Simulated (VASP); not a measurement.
VASP input:

### KPOINTS
```
Automatic mesh
0
G
  12 12 8
```

INCAR:
```
! general
SYSTEM   =  TiAl
PREC     =  Accurate
ENCUT    =  480
LREAL    =  .False.
LASPH    =  .True.

! electronic loop
EDIFF    =  1E-7
NELM     =  100
ALGO     =  Normal
LMAXMIX  =  4
LMIXTAU  =  .True.

! smearing
ISMEAR   =  1
SIGMA    =  0.1

! functional
METAGGA  =  R2SCAN

! ions
IBRION   =  2
NSW      =  40
ISIF     =  3
EDIFFG   =  -0.01
PSTRESS  =  50

! output
LWAVE    =  .False.
LCHARG   =  .False.
```

POSCAR:
```
TiAl
1
    2.8147967627     0.0000000000     0.0000000000
    0.0000000000     2.8147967627     0.0000000000
    0.0000000000     0.0000000000     4.0502267283
Ti Al
1 1
Direct
  0.0000000000   0.0000000000   0.0000000000
  0.5000000000   0.5000000000   0.5000000000
```

POTCAR, in this order: Ti_sv Al (PBE.64 set). Program: vasp_std.

Question: Translate this r2SCAN calculation to Ansatz.

Answer: One equivalent input (not run):
Ansatz 0.2 input:
```yaml
crystal:
  lattice:
    - [2.8147968, 0.0000000, 0.0000000]
    - [0.0000000, 2.8147968, 0.0000000]
    - [0.0000000, 0.0000000, 4.0502267]
  atoms:
    - { symbol: Ti, position: [0.0000000, 0.0000000, 0.0000000] }
    - { symbol: Al, position: [0.5000000, 0.5000000, 0.5000000] }
kpoints:
  mp_grid: { grid: [12, 12, 8] }
hamiltonian:
  xc: r2scan
  pseudopotentials: { kind: paw }
scf:
  occupations: { method: methfessel_paxton, width: 0.1 }
  max_iter: 100
relax:
  max_steps: 40
  f_tol: 0.01
  cell: { p_target: 5 }
output: { forces: true, stress: true, eigenvalues: true }
```
The two are equivalent in intent, not identical: each code has its own PAW files, so the cut-off isn't converted (ENCUT is set for VASP's; basis.ecutwfc is left out, and Ansatz then takes the one that its files recommend); Ansatz stops its SCF on the density residual and VASP on the energy change (EDIFF).

The compound is TiAl in the L1_0 structure. This run relaxes it under an external pressure of 5 GPa. Symmetry was kept, so distortions that lower it aren't found.
